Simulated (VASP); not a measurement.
Method: SCAN meta-GGA, VASP's PBE PAW potentials (set 64) (plane waves; VASP).

Input for VASP

**INCAR**
```
ENCUT  =  520
LWAVE  =  .FALSE.
ISMEAR  =  0   # Gaussian
PREC  =  Accurate
IBRION  =  2   # conjugate gradients
SYSTEM  =  ZnO
LCHARG  =  .FALSE.
NSW  =  30
LASPH  =  .TRUE.
LMAXMIX  =  4   # l cut-off of mixed one-centre charges
NELM  =  100   # most electronic steps
LMIXTAU  =  .TRUE.
EDIFFG  =  -0.01
LREAL  =  .FALSE.
ALGO  =  Normal   # blocked Davidson
SIGMA  =  0.05
METAGGA  =  SCAN
ISIF  =  4
EDIFF  =  1E-7   # SCF stop (eV)
```

**POSCAR**
```
ZnO
1.0
  1.6495418813  -2.8570907879   0.0000000000
  1.6495418813   2.8570907879   0.0000000000
  0.0000000000   0.0000000000   5.2997839233
Zn O
2 2
Cartesian
  1.6495418813  -0.9523655007   2.6522202686
  1.6495418813   0.9523655007   0.0023283069
  1.6495418813  -0.9523655007   4.6720811134
  1.6495418813   0.9523655007   2.0221891518
```

KPOINTS:
```
kpoints
0
G
 8 8 4
```

POTCAR, in this order: Zn O (PBE.64 set). Program: vasp_std.

The run wrote:

### OSZICAR
```
       N       E                     dE             d eps       ncg     rms          rms(c)
DAV:   1     0.260570287916E+03    0.26057E+03   -0.19308E+04  1320   0.240E+03
DAV:   2    -0.242402092178E+02   -0.28481E+03   -0.27514E+03  1416   0.449E+02
DAV:   3    -0.553581235851E+02   -0.31118E+02   -0.30898E+02  1530   0.158E+02
DAV:   4    -0.559589613576E+02   -0.60084E+00   -0.60014E+00  1494   0.233E+01
DAV:   5    -0.559632661097E+02   -0.43048E-02   -0.43046E-02  1512   0.189E+00    0.136E+01
DAV:   6    -0.465885370560E+02    0.93747E+01   -0.70658E+00  2304   0.740E+01    0.891E+00
DAV:   7    -0.455173230979E+02    0.10712E+01   -0.39224E+00  1320   0.190E+01    0.515E+00
DAV:   8    -0.481080767151E+02   -0.25908E+01   -0.12350E+00  1736   0.273E+01    0.122E+00
DAV:   9    -0.452347380638E+02    0.28733E+01   -0.14372E+00  1646   0.253E+01    0.134E+00
DAV:  10    -0.458293177862E+02   -0.59458E+00   -0.48016E-01  1320   0.746E+00    0.295E-01
DAV:  11    -0.458300976706E+02   -0.77988E-03   -0.20571E-02  1626   0.145E+00    0.497E-01
DAV:  12    -0.458310159891E+02   -0.91832E-03   -0.11656E-03  1572   0.116E+00    0.326E-01
DAV:  13    -0.458352770234E+02   -0.42610E-02   -0.87164E-04  1566   0.753E-01    0.458E-01
DAV:  14    -0.458202237384E+02    0.15053E-01   -0.73419E-03  1356   0.329E+00    0.725E-01
DAV:  15    -0.458231034199E+02   -0.28797E-02   -0.12451E-02  1636   0.435E+00    0.819E-01
DAV:  16    -0.458365748376E+02   -0.13471E-01   -0.15955E-02  2028   0.383E+00    0.217E+00
DAV:  17    -0.458486354831E+02   -0.12061E-01   -0.87659E-03  1924   0.237E+00    0.321E+00
DAV:  18    -0.458593361197E+02   -0.10701E-01   -0.13513E-02  1424   0.277E+00    0.282E+00
DAV:  19    -0.458478258914E+02    0.11510E-01   -0.83669E-03  1540   0.339E+00    0.172E+00
DAV:  20    -0.458531189566E+02   -0.52931E-02   -0.17574E-02  1752   0.289E+00    0.690E-01
DAV:  21    -0.458530514933E+02    0.67463E-04   -0.41965E-03  1820   0.634E-01    0.463E-01
DAV:  22    -0.458528437564E+02    0.20774E-03   -0.15199E-03  1448   0.949E-01    0.120E-01
DAV:  23    -0.458536451897E+02   -0.80143E-03   -0.68815E-04  1320   0.274E-01    0.184E-02
DAV:  24    -0.458537177591E+02   -0.72569E-04   -0.10722E-04  1516   0.167E-01    0.728E-03
DAV:  25    -0.458537208633E+02   -0.31042E-05   -0.12682E-05  1638   0.678E-02    0.845E-03
DAV:  26    -0.458537192630E+02    0.16003E-05   -0.22382E-06  1616   0.335E-02    0.688E-03
DAV:  27    -0.458537257595E+02   -0.64965E-05   -0.59481E-06  1320   0.291E-02    0.294E-03
DAV:  28    -0.458537201829E+02    0.55766E-05   -0.15715E-06  1320   0.140E-02    0.229E-03
DAV:  29    -0.458537202430E+02   -0.60030E-07   -0.70246E-08  1002   0.763E-03
   1 F= -.45853720E+02 E0= -.45853720E+02  d E =-.458537E+02
```

File OUTCAR:
```
------------------------ aborting loop because EDIFF is reached ----------------------------------------
  FORCE on cell =-STRESS in cart. coord.  units (eV):
  Direction    XX          YY          ZZ          XY          YZ          ZX
  --------------------------------------------------------------------------------------
  Total       -2.3615960     -2.3615967     -2.4190470      0.0000000     -0.0000000     -0.0000000
  in kB      -75.7426752    -75.7426985    -77.5852829      0.0000000     -0.0000000     -0.0000000
  external PRESSURE =     -76.3568855 kB  Pullay stress =       0.0000000 kB
  volume of cell :       49.95
      direct lattice vectors                 reciprocal lattice vectors
     1.649541881 -2.857090788  0.000000000     0.303114462 -0.175003189  0.000000000
     1.649541881  2.857090788  0.000000000     0.303114462  0.175003189  0.000000000
     0.000000000  0.000000000  5.299783923     0.000000000  0.000000000  0.188686938
  FREE ENERGIE OF THE ION-ELECTRON SYSTEM (eV)
  ---------------------------------------------------
  free  energy   TOTEN  =       -45.8537202430 eV

  energy  without entropy=      -45.8537202430  energy(sigma->0) =      -45.85372024

 reached required accuracy - stopping structural energy minimisation
```
(Selected blocks of OUTCAR.)

OUTCAR:
```
 val. band max:        0.3733640050   @ k =   0.0000   0.0000   0.0000

 cond. band min:       1.4507398954   @ k =   0.0000   0.0000   0.0000


 Fermi energy:         0.6038109069

 k-point     1 :       0.0000    0.0000    0.0000
  band No.  band energies     occupation
      1     -18.3965      2.00000
      2     -17.7842      2.00000
      3      -5.2331      2.00000
      4      -5.2330      2.00000
      5      -5.1661      2.00000
      6      -5.0456      2.00000
      7      -5.0456      2.00000
      8      -4.9365      2.00000
      9      -4.0983      2.00000
     10      -4.0982      2.00000
     11      -3.9181      2.00000
     12      -3.9181      2.00000
     13      -3.6730      2.00000
     14      -0.3739      2.00000
     15      -0.3739      2.00000
     16       0.2947      2.00000
     17       0.3733      2.00000
     18       0.3734      2.00000
     19       1.4507      0.00000
     20       5.9296      0.00000
     21       8.9769      0.00000
     22      13.6918      0.00000

 k-point     2 :       0.1250   -0.0000    0.0000
  band No.  band energies     occupation
      1     -18.3243      2.00000
      2     -17.7528      2.00000
      3      -5.3024      2.00000
      4      -5.1855      2.00000
      5      -5.1219      2.00000
      6      -5.0449      2.00000
      7      -4.9789      2.00000
      8      -4.8287      2.00000
      9      -4.1295      2.00000
     10      -4.1018      2.00000
     11      -3.9110      2.00000
     12      -3.8395      2.00000
     13      -3.6893      2.00000
     14      -0.9055      2.00000
     15      -0.5712      2.00000
     16      -0.3924      2.00000
     17       0.1958      2.00000
     18       0.2657      2.00000
     19       2.4244      0.00000
     20       6.5420      0.00000
     21       8.9676      0.00000
     22      12.2580      0.00000

 k-point     3 :       0.2500   -0.0000    0.0000
  band No.  band energies     occupation
      1     -18.1386      2.00000
...
```

The compound is ZnO in the wurtzite structure. This cell is one point of a volume scan, at 1.06 of the reference volume.
